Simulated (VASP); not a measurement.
Wanted: the native input for a VASP 6.6.1 run.

```yaml
Task: relaxation of cell and atoms
Functional: PBE
Potentials_or_basis: VASP PAW PBE potentials, release 64 (Zn, B)
Cutoff: 600 eV
k_mesh: 7 × 7 × 7
Occupations: methfessel-paxton, width 0.2 eV
Spin: no spin polarisation
Further_INCAR_settings: ALGO = Normal; EDIFF = 1e-06; IBRION = 2; EDIFFG = -0.02; NSW = 40; ISIF = 3
```

The structure of Zn3B lies in POSCAR:

```
Zn3B
1.0
    3.7032200000      0.0000000000      0.0000000000
    0.0000000000      3.7032200000      0.0000000000
    0.0000000000      0.0000000000      3.7032200000
Zn B
3 1
Direct
    0.0000000000      0.5000000000      0.5000000000
    0.5000000000      0.0000000000      0.5000000000
    0.5000000000      0.5000000000      0.0000000000
    0.0000000000      0.0000000000      0.0000000000
```

The cell was built by a generator and needn't be a form met in nature.

These files were run (other wordings do the same):

INCAR

```
PREC = Accurate
ENCUT = 600
EDIFF = 1E-6
ISMEAR = 1
SIGMA = 0.2
LREAL = F
LASPH = T
NELM = 100
ALGO = Normal
ISIF = 3
LWAVE = F
LCHARG = F
GGA = PE
IBRION = 2
NSW = 40
EDIFFG = -0.02
```

KPOINTS

```
Automatic mesh
0
Gamma
  7 7 7
```

Potentials or basis: VASP PAW PBE potentials, release 64 (Zn, B).

Command:

```bash
$ cat potpaw_PBE.64/Zn/POTCAR potpaw_PBE.64/B/POTCAR > POTCAR
$ mpirun -np 1 vasp_std > vasp.out
```

Results of the run:

The relaxed volume is 12.81 Å³/atom, the relaxed cell is a = 3.714 Å, b = 3.714 Å, c = 3.714 Å, α = 90.00°, β = 90.00°, γ = 90.00° and the space group after relaxing (to 0.05 Å) is Pm-3m (No. 221). The energy gained by relaxing is 0.2 meV/atom. The ionic steps are 2, the pressure after relaxing is -0.1 GPa and the band gap on the k mesh is none (metal or under the smearing width).

Run time: 21 s on 1 thread of Intel(R) Xeon(R) 6975P-C (Granite Rapids) (shared host), peak memory 0.17 GiB.
